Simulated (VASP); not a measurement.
Runs of VASP 6.6.1 on InP. Symmetry: F-43m, No. 216, cubic system. Conventional cell: a = 5.861 Å, b = 5.861 Å, c = 5.861 Å, α = 90.00°, β = 90.00°, γ = 90.00°. Around In (site symmetry -43m) lie 4 P at 2.54 Å. P (site symmetry -43m) is surrounded by 4 In at 2.54 Å. 

```tsv
task	level	potentials or basis	spin	cell	k mesh	cutoff (eV)	gap on the mesh (eV)	pressure (GPa)
relaxation of cell and atoms	PBE	VASP PAW PBE potentials, release 64 (In_d, P)	off	relaxed	8 × 8 × 8	600	0.44	0.0
band structure	LDA	VASP PAW LDA potentials, release 64 (In_d, P)	off	F-43m, 26.44 Å³/atom	8 × 8 × 8	520	(b)	-4.1
band structure	TB-mBJ	VASP PAW PBE potentials, release 64 (In_d, P)	off	F-43m, 26.44 Å³/atom	8 × 8 × 8	520	1.39	-
band structure	r2SCAN	VASP PAW PBE potentials, release 64 (In_d, P)	off	F-43m, 26.44 Å³/atom	8 × 8 × 8	520	(a)	-1.8
band structure	PBE	VASP PAW PBE potentials, release 64 (In_d, P)	SOC, no magnetisation	F-43m, 26.44 Å³/atom	6 × 6 × 6	520	-	-0.1
band structure	PBE	VASP PAW PBE potentials, release 64 (In_d, P)	off	F-43m, 26.44 Å³/atom	8 × 8 × 8	520	0.44	0.0
```

Alike in all rows: smearing gaussian 0.03 eV.

Fill in the values left out.

(a) 0.88; (b) 0.24.

Caveats: spin-orbit coupling is left out, which moves the levels of the heavy elements (some runs); the PAW data sets were made with another functional, which shifts forces and pressure a little (some runs).

A k mesh can miss the band edges, and rows without SOC leave out spin-orbit coupling on In.
